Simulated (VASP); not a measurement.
BePtC3: single point with PBE

The system is BePtC3.

```
Be Pt C
1.0
     3.97372    0.00000    0.00000
     0.00000    3.97372    0.00000
     0.00000    0.00000    3.97372
Be Pt C
1 1 3
Direct
  0.50000 0.50000 0.50000
  0.00000 0.00000 0.00000
  0.50000 0.00000 0.00000
  0.00000 0.50000 0.00000
  0.00000 0.00000 0.50000
```

The cell was built by a generator and needn't be a form met in nature.

The cell isn't the ideal one: random cell by space group and Wyckoff sites (Pm-3m, No. 221).

| Property | Result |
| --- | --- |
| Program | VASP 6.6.1 |
| Task | single point |
| Functional | PBE |
| Potentials or basis | VASP PAW PBE potentials, release 64 (Be, Pt, C) |
| Cutoff | 520 eV |
| k mesh | 4 × 4 × 4 |
| Occupations | gaussian, width 0.1 eV |
| Spin | no spin polarisation |
| Dipole correction | no |
| Further INCAR settings | ALGO = Normal; EDIFF = 1e-06; NBANDS = 20 |

The pressure is 1.4 GPa and the band gap on the k mesh is none (metal or under the smearing width).

Levels at points of the mesh, in eV from the Fermi level:
| k point | band 9 | band 10 | band 11 | band 12 | band 13 | band 14 | band 15 | band 16 |
| --- | --- | --- | --- | --- | --- | --- | --- | --- |
| (0.00, 0.00, 0.00) | -4.49 | -0.33 | -0.33 | -0.33 | -0.33 | 0.04 | 0.04 | 0.07 |
| (0.50, 0.00, 0.00) | -3.48 | -3.10 | -1.25 | 0.16 | 0.16 | 0.23 | 0.69 | 0.69 |
| (0.50, 0.50, 0.00) | -2.46 | -1.97 | -1.97 | -1.57 | 1.19 | 1.19 | 1.59 | 2.05 |
| (0.50, 0.50, 0.50) | -7.80 | -0.86 | -0.70 | -0.70 | -0.70 | 1.65 | 1.65 | 1.65 |

It took 20 s on 1 thread of Intel(R) Xeon(R) Platinum 8488C (Sapphire Rapids), with other jobs on the host, peak memory 0.17 GiB.

Caveat: the k mesh is coarse (spacing up to 0.40 Å⁻¹), so the values aren't converged. Spin-orbit coupling is left out, which matters for the levels of Pt.
